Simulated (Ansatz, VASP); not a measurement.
# PtSe2: VASP beside Ansatz

Aim: how closely do two programs agree when they are given the same cell, functional and k mesh? The cell is taken from a series of VASP runs on this material, whose earlier steps may have relaxed, scaled or displaced it; both programs get it as it stands.

Program: Ansatz 0.2.0. Level of theory: plane waves, with VASP 6.6.1 beside it; zone-centre phonons at PBEsol. Results are calculated unless marked as measured.

### 1. The structure

Symmetry: P-3m1, No. 164, trigonal system. Conventional cell: a = 3.762 Å, b = 3.762 Å, c = 4.853 Å, α = 90.00°, β = 90.00°, γ = 120.00°. Nearest to Pt lie 6 Se at 2.52 Å. Nearest to Se lie 3 Pt at 2.52 Å. Farther neighbours and most contacts between anions are not listed.

Structure file:

```cif
data_structure
_symmetry_space_group_name_H-M 'P 1'
_symmetry_Int_Tables_number 1
_cell_length_a 3.7616
_cell_length_b 3.7616
_cell_length_c 4.8528
_cell_angle_alpha 90.000
_cell_angle_beta 90.000
_cell_angle_gamma 120.000
_cell_volume 59.47
loop_
_atom_site_label
_atom_site_type_symbol
_atom_site_fract_x
_atom_site_fract_y
_atom_site_fract_z
_atom_site_occupancy
Pt1 Pt 0.00000 0.00000 0.00000 1
Se2 Se 0.66667 0.33333 0.73862 1
Se3 Se 0.33333 0.66667 0.26138 1
```

### 2. VASP: zone-centre phonons, PBEsol

Second derivatives magnify differences that forces hide, and they need a tight electronic threshold.

Lines of VASP's logs that name or quote its potential files are left out, and so is its time.

INCAR

```
SYSTEM = PtSe2
PREC = Accurate
ENCUT = 450
EDIFF = 1E-08
NELM = 100
ISMEAR = 1
SIGMA = 0.15
LREAL = .FALSE.
ALGO = Normal
GGA = PS
NBANDS = 17
LORBIT = 11
LWAVE = .FALSE.
LCHARG = .FALSE.
KPAR = 2
IBRION = 8
ISIF = 2
```

POSCAR

```
PtSe2
1.0
    3.7616391725      0.0000000000      0.0000000000
   -1.8808195862      3.2576750832      0.0000000000
    0.0000000000      0.0000000000      4.8527788049
Pt Se
1 2
Direct
    0.0000000000      0.0000000000      0.0000000000
    0.6666666667      0.3333333333      0.7386217261
    0.3333333333      0.6666666667      0.2613782739
```

KPOINTS

```
Automatic mesh
0
Gamma
12 12 8
0 0 0
```

Potentials, in the order of the species: Pt and Se (PBE family, release 64).

Command:

```
$ mpirun -np 2 vasp_std
```

Numbers of over 12 decimals in the logs are rounded to 6 here.

The log of the run:

```text
[banner, memory and clock lines left out]
running    2 mpi-ranks, on    1 nodes
 distrk:  each k-point on    1 cores,    2 groups
 distr:  one band on    1 cores,    1 groups

 POSCAR found type information on POSCAR PtSe
 POSCAR found :  2 types and       3 ions
|                                                                             |
|               ----> ADVICE to this user running VASP <----                  |
|                                                                             |
|     You enforced a specific xc type in the INCAR file but a different       |
|     [... a line on the potential file left out ...]
|     I HOPE YOU KNOW WHAT YOU ARE DOING!                                     |
|                                                                             |

 LDA part: xc-table for (Slater+PW92), standard interpolation
 POSCAR, INCAR and KPOINTS ok, starting setup
 FFT: planning ... GRIDC
 FFT: planning ... GRID_SOFT
 FFT: planning ... GRID
 WAVECAR not read
 entering main loop
       N       E                     dE             d eps       ncg     rms          rms(c)
DAV:   1     0.982232392432E+02    0.98223E+02   -0.93597E+03  4558   0.101E+03
DAV:   2    -0.126229859679E+02   -0.11085E+03   -0.10777E+03  5707   0.207E+02
DAV:   3    -0.167061894231E+02   -0.40832E+01   -0.40593E+01  5274   0.407E+01
DAV:   4    -0.167333789698E+02   -0.27190E-01   -0.27181E-01  5816   0.364E+00
DAV:   5    -0.167336458572E+02   -0.26689E-03   -0.26688E-03  5467   0.340E-01    0.127E+01
DAV:   6    -0.161517961955E+02    0.58185E+00   -0.48806E+00  4545   0.198E+01    0.780E+00
DAV:   7    -0.159211423929E+02    0.23065E+00   -0.92263E-01  4542   0.959E+00    0.381E+00
DAV:   8    -0.158975906408E+02    0.23552E-01   -0.63969E-02  4821   0.171E+00    0.834E-01
DAV:   9    -0.158944793237E+02    0.31113E-02   -0.75904E-03  5153   0.834E-01    0.206E-01
DAV:  10    -0.158944851015E+02   -0.57778E-05   -0.11924E-03  5074   0.212E-01    0.341E-02
DAV:  11    -0.158944846701E+02    0.43148E-06   -0.41105E-05  5712   0.514E-02    0.237E-02
DAV:  12    -0.158944841702E+02    0.49988E-06   -0.35719E-06  5002   0.133E-02    0.375E-03
DAV:  13    -0.158944841350E+02    0.35140E-07   -0.44223E-07  5946   0.451E-03    0.135E-03
DAV:  14    -0.158944841367E+02   -0.16862E-08   -0.35731E-08  5049   0.148E-03
   1 F= -.15894484E+02 E0= -.15894445E+02  d E =-.117515E-03
 Linear response reoptimize wavefunctions to high precision
DAV:   1    -0.158944841321E+02    0.46689E-08   -0.44470E-09  5082   0.464E-04
DAV:   2    -0.158944841321E+02   -0.25466E-10   -0.61895E-11  2479   0.519E-05
 Linear response DOF=           4
 Linear response progress:
  Degree of freedom:   1/  4
       N       E                     dE             d eps       ncg     rms          rms(c)
RMM:   1    -0.256505894244E+00   -0.25651E+00   -0.26130E-01 18456   0.328E+00
RMM:   2    -0.248829862831E+00    0.76760E-02   -0.73049E-03 16345   0.511E-01    0.195E-01
RMM:   3    -0.248638743773E+00    0.19112E-03   -0.41795E-04 17814   0.121E-01    0.116E-01
RMM:   4    -0.249102420367E+00   -0.46368E-03   -0.52947E-04 18493   0.123E-01    0.221E-02
RMM:   5    -0.249168582288E+00   -0.66162E-04   -0.36068E-05 18085   0.363E-02    0.942E-03
RMM:   6    -0.249214515045E+00   -0.45933E-04   -0.73195E-07 18919   0.590E-03    0.152E-03
RMM:   7    -0.249202951548E+00    0.11563E-04   -0.72347E-08 19083   0.173E-03    0.105E-03
RMM:   8    -0.249189707758E+00    0.13244E-04   -0.31613E-07 19121   0.747E-04    0.353E-04
RMM:   9    -0.249185947359E+00    0.37604E-05   -0.17883E-07 18674   0.951E-04    0.163E-04
RMM:  10    -0.249186415860E+00   -0.46850E-06   -0.23813E-07 18547   0.402E-04    0.280E-05
RMM:  11    -0.249186642648E+00   -0.22679E-06   -0.59951E-08 19715   0.159E-04    0.144E-05
RMM:  12    -0.249186697903E+00   -0.55255E-07   -0.38182E-08 19708   0.129E-04    0.183E-06
RMM:  13    -0.249186717781E+00   -0.19878E-07   -0.46117E-08 20018   0.109E-04    0.218E-06
RMM:  14    -0.249186693508E+00    0.24272E-07   -0.30863E-08 18170   0.101E-04    0.124E-06
RMM:  15    -0.249186690002E+00    0.35058E-08   -0.33254E-08 18134   0.101E-04    0.132E-07
 first order change of Fermi-energy   0.51962E-03
 force on displaced ion       1 direction 1 : -14.635   0.000   0.000
 Linear response progress:
  Degree of freedom:   2/  4
       N       E                     dE             d eps       ncg     rms          rms(c)
RMM:   1    -0.270823828326E+00   -0.27082E+00   -0.26789E-01  7684   0.330E+00
RMM:   2    -0.262359860027E+00    0.84640E-02   -0.72260E-03  6690   0.536E-01    0.206E-01
RMM:   3    -0.261996894234E+00    0.36297E-03   -0.73239E-04  7271   0.148E-01    0.118E-01
RMM:   4    -0.262256490837E+00   -0.25960E-03   -0.45770E-04  7492   0.112E-01    0.371E-02
RMM:   5    -0.262414283627E+00   -0.15779E-03   -0.10215E-05  7597   0.214E-02    0.150E-02
RMM:   6    -0.262477557923E+00   -0.63274E-04   -0.41478E-06  7079   0.112E-02    0.227E-03
RMM:   7    -0.262455324036E+00    0.22234E-04   -0.13999E-07  7721   0.228E-03    0.713E-04
RMM:   8    -0.262445942428E+00    0.93816E-05   -0.98236E-08  7735   0.647E-04    0.120E-04
RMM:   9    -0.262445702316E+00    0.24011E-06   -0.34557E-08  7868   0.247E-04    0.629E-05
RMM:  10    -0.262446024107E+00   -0.32179E-06   -0.50367E-08  7945   0.181E-04    0.202E-05
RMM:  11    -0.262445857263E+00    0.16684E-06   -0.48277E-08  8126   0.135E-04    0.715E-06
RMM:  12    -0.262445950518E+00   -0.93255E-07   -0.55832E-08  8210   0.123E-04    0.132E-06
RMM:  13    -0.262445955412E+00   -0.48941E-08   -0.63274E-08  7751   0.118E-04    0.608E-07
 first order change of Fermi-energy  -0.33536E-03
 force on displaced ion       1 direction 3 :   0.000  -0.000 -15.164
 Linear response progress:
  Degree of freedom:   3/  4
       N       E                     dE             d eps       ncg     rms          rms(c)
RMM:   1    -0.775335554893E-01   -0.77534E-01    0.60168E-02 47651   0.151E+00
RMM:   2    -0.763213201666E-01    0.12122E-02   -0.15695E-03 30823   0.236E-01    0.104E-01
RMM:   3    -0.761953078775E-01    0.12601E-03   -0.45983E-05 33493   0.392E-02    0.594E-02
RMM:   4    -0.761416431007E-01    0.53665E-04   -0.26103E-05 34305   0.313E-02    0.667E-03
RMM:   5    -0.761467447028E-01   -0.51016E-05   -0.96010E-07 34468   0.533E-03    0.134E-03
RMM:   6    -0.761464694649E-01    0.27524E-06   -0.13930E-07 34850   0.154E-03    0.369E-04
RMM:   7    -0.761450945355E-01    0.13749E-05    0.23066E-08 35137   0.513E-04    0.878E-05
RMM:   8    -0.761448979507E-01    0.19658E-06    0.45815E-09 35702   0.156E-04    0.456E-05
RMM:   9    -0.761448124082E-01    0.85542E-07   -0.43771E-08 35539   0.105E-04    0.215E-05
RMM:  10    -0.761447516659E-01    0.60742E-07   -0.34212E-08 35921   0.923E-05    0.332E-06
RMM:  11    -0.761447656551E-01   -0.13989E-07   -0.37719E-08 36341   0.786E-05    0.995E-07
RMM:  12    -0.761447676019E-01   -0.19468E-08   -0.12007E-08 28794   0.756E-05    0.463E-07
 first order change of Fermi-energy  -0.13462E-05
 force on displaced ion       2 direction 1 :  -7.515  -0.001  -0.000
 Linear response progress:
  Degree of freedom:   4/  4
       N       E                     dE             d eps       ncg     rms          rms(c)
RMM:   1    -0.915201905021E-01   -0.91520E-01    0.54431E-02 10342   0.149E+00
RMM:   2    -0.894582939342E-01    0.20619E-02   -0.17799E-03  7024   0.251E-01    0.153E-01
RMM:   3    -0.892487545626E-01    0.20954E-03   -0.16679E-04  7589   0.644E-02    0.101E-01
RMM:   4    -0.891445942252E-01    0.10416E-03   -0.53291E-05  7524   0.451E-02    0.506E-02
RMM:   5    -0.891029811364E-01    0.41613E-04   -0.17629E-05  7604   0.239E-02    0.897E-03
RMM:   6    -0.891108815841E-01   -0.79004E-05   -0.10825E-06  7673   0.350E-03    0.315E-03
RMM:   7    -0.891163291844E-01   -0.54476E-05   -0.14962E-07  7610   0.243E-03    0.781E-04
RMM:   8    -0.891145338624E-01    0.17953E-05    0.59214E-08  7803   0.591E-04    0.163E-04
RMM:   9    -0.891141984677E-01    0.33539E-06    0.15230E-09  7847   0.169E-04    0.536E-05
RMM:  10    -0.891141567481E-01    0.41720E-07   -0.19281E-08  7929   0.124E-04    0.110E-05
RMM:  11    -0.891141810659E-01   -0.24318E-07   -0.54730E-08  8117   0.880E-05    0.330E-06
RMM:  12    -0.891141778203E-01    0.32457E-08   -0.24908E-08  7522   0.808E-05    0.722E-07
 first order change of Fermi-energy   0.98576E+00
 force on displaced ion       2 direction 3 :  -0.000   0.000  -9.670
 Linear response finished
```

Parts of OUTCAR (step 2):

```text
ion  position               nearest neighbor table
   1  0.000  0.000  0.000-   2 2.52   3 2.52   3 2.52   2 2.52   2 2.52   3 2.52
   2  0.667  0.333  0.739-   1 2.52   1 2.52   1 2.52
   3  0.333  0.667  0.261-   1 2.52   1 2.52   1 2.52

  LATTYP: Found a hexagonal cell.
 ALAT       =     3.7616391725
 C/A-ratio  =     1.2900702546

 Subroutine GETGRP returns: Found 12 space group operations
 (whereof 12 operations were pure point group operations)

The static configuration has the point symmetry D_3d.

 Found    131 irreducible k-points:

   k-points           NKPTS =    131   k-points in BZ     NKDIM =    131   number of bands    NBANDS=     17

   dimension x,y,z NGX =    28 NGY =   28 NGZ =   36
   dimension x,y,z NGXF=    56 NGYF=   56 NGZF=   72

   ENCUT  =  450.0 eV  33.07 Ry    5.75 a.u.   6.51  6.51  8.39*2*pi/ulx,y,z

   NELECT =      22.0000    total number of electrons

 k-points in reciprocal lattice and weights: Automatic mesh
   0.00000000  0.00000000  0.00000000       0.001
   0.08333333  0.00000000  0.00000000       0.005
   0.16666667  0.00000000  0.00000000       0.005
   0.25000000  0.00000000  0.00000000       0.005
   0.33333333  0.00000000  0.00000000       0.005
   0.41666667 -0.00000000  0.00000000       0.005
   0.50000000  0.00000000  0.00000000       0.003
   0.08333333  0.08333333  0.00000000       0.005
   0.16666667  0.08333333  0.00000000       0.010
[...]
0.33333333  0.25000000  0.50000000       0.010
   0.33333333  0.33333333  0.50000000       0.002

 average (electrostatic) potential at core
       1 -68.2302       2 -52.5080       3 -52.5080

  Total        0.0054269      0.0054269      0.0037858      0.0000000      0.0000000     -0.0000000
  in kB        0.1462141      0.1462141      0.1019971      0.0000000      0.0000000     -0.0000000
  external PRESSURE =       0.1314751 kB  Pullay stress =       0.0000000 kB

  energy-cutoff  :      450.00
  volume of cell :       59.47
      direct lattice vectors                 reciprocal lattice vectors
     3.761639172  0.000000000  0.000000000     0.265841553  0.153483692  0.000000000
    -1.880819586  3.257675083  0.000000000     0.000000000  0.306967385  0.000000000
     0.000000000  0.000000000  4.852778805     0.000000000  0.000000000  0.206067501

 POSITION                                       TOTAL-FORCE (eV/Angst)
 -----------------------------------------------------------------------------------
      0.00000      0.00000      0.00000         0.000000      0.000000     -0.000000
      1.88082      1.08589      3.58437        -0.000000      0.000000      0.001568
     -0.00000      2.17178      1.26841        -0.000000     -0.000000     -0.001568
 -----------------------------------------------------------------------------------
    total drift:                               -0.000000      0.000000      0.000000

 Eigenvectors and eigenvalues of the dynamical matrix
 ----------------------------------------------------

   1 f  =    6.516142 THz    40.942130 2PiTHz  217.355116 cm-1    26.948588 meV
             X         Y         Z           dx          dy          dz
      0.000000  0.000000  0.000000    -0.000000   -0.000000   -0.668898
      1.880820  1.085892  3.584368     0.000000    0.000000    0.525631
     -0.000000  2.171783  1.268411     0.000000    0.000000    0.525631

   2 f  =    6.400179 THz    40.213509 2PiTHz  213.486985 cm-1    26.469001 meV
             X         Y         Z           dx          dy          dz
      0.000000  0.000000  0.000000    -0.624743   -0.239363    0.000000
      1.880820  1.085892  3.584368     0.490760    0.188029   -0.000000
     -0.000000  2.171783  1.268411     0.490760    0.188029   -0.000000

   3 f  =    6.400179 THz    40.213509 2PiTHz  213.486985 cm-1    26.469001 meV
             X         Y         Z           dx          dy          dz
      0.000000  0.000000  0.000000     0.239363   -0.624743   -0.000000
      1.880820  1.085892  3.584368    -0.188029    0.490760    0.000000
     -0.000000  2.171783  1.268411    -0.188029    0.490760    0.000000

   4 f  =    6.033356 THz    37.908694 2PiTHz  201.251095 cm-1    24.951944 meV
             X         Y         Z           dx          dy          dz
      0.000000  0.000000  0.000000     0.000000    0.000000   -0.000000
      1.880820  1.085892  3.584368    -0.000000   -0.000000    0.707107
     -0.000000  2.171783  1.268411    -0.000000    0.000000   -0.707107

   5 f  =    4.888393 THz    30.714677 2PiTHz  163.059229 cm-1    20.216759 meV
             X         Y         Z           dx          dy          dz
      0.000000  0.000000  0.000000     0.000000   -0.000000    0.000000
      1.880820  1.085892  3.584368    -0.660303   -0.252983   -0.000000
     -0.000000  2.171783  1.268411     0.660303    0.252983    0.000000

   6 f  =    4.888393 THz    30.714677 2PiTHz  163.059229 cm-1    20.216759 meV
             X         Y         Z           dx          dy          dz
      0.000000  0.000000  0.000000    -0.000000   -0.000000   -0.000000
      1.880820  1.085892  3.584368     0.252983   -0.660303    0.000000
     -0.000000  2.171783  1.268411    -0.252983    0.660303   -0.000000

   7 f/i=    0.000384 THz     0.002415 2PiTHz    0.012821 cm-1     0.001590 meV
             X         Y         Z           dx          dy          dz
      0.000000  0.000000  0.000000     0.000000    0.000000    0.743354
      1.880820  1.085892  3.584368     0.000000    0.000000    0.472982
     -0.000000  2.171783  1.268411     0.000000    0.000000    0.472982

   8 f/i=    0.001505 THz     0.009454 2PiTHz    0.050187 cm-1     0.006222 meV
             X         Y         Z           dx          dy          dz
      0.000000  0.000000  0.000000    -0.742949   -0.020689    0.000000
      1.880820  1.085892  3.584368    -0.472891   -0.013169    0.000000
     -0.000000  2.171783  1.268411    -0.472891   -0.013169    0.000000

   9 f/i=    0.001505 THz     0.009454 2PiTHz    0.050187 cm-1     0.006222 meV
             X         Y         Z           dx          dy          dz
      0.000000  0.000000  0.000000    -0.020689    0.742949    0.000000
      1.880820  1.085892  3.584368    -0.013169    0.472891    0.000000
     -0.000000  2.171783  1.268411    -0.013169    0.472891    0.000000

 ELASTIC MODULI CONTR FROM IONIC RELAXATION (kBar)
 Direction    XX          YY          ZZ          XY          YZ          ZX
 --------------------------------------------------------------------------------
 XX        -589.3037   -369.9166   -566.1348     -0.0000    236.4529      0.0000
 YY        -369.9166   -589.3037   -566.1348     -0.0000   -236.4529     -0.0000
 ZZ        -566.1348   -566.1348   -668.2689     -0.0000      0.0000      0.0000
 XY          -0.0000     -0.0000     -0.0000   -109.6936     -0.0000    217.5372
 YZ         236.4529   -236.4529      0.0000     -0.0000   -509.6924     -0.0000
 ZX           0.0000     -0.0000      0.0000    217.5372     -0.0000   -431.4059
 --------------------------------------------------------------------------------
```

(Part 1 of 2 ends here.)

[Lines on the potential files, build, host, timing and source positions are cut from VASP's logs without a mark.]

[Logs are printed without paths, hosts, clocks, repeated set-up lines and the standing remarks that a program may print on its own settings, such as how far it seeks lower states.]

[Hosts, paths, dates, database ids (printed as entryN), source tags and the programs' standing remarks are cut or masked in the printed files.]
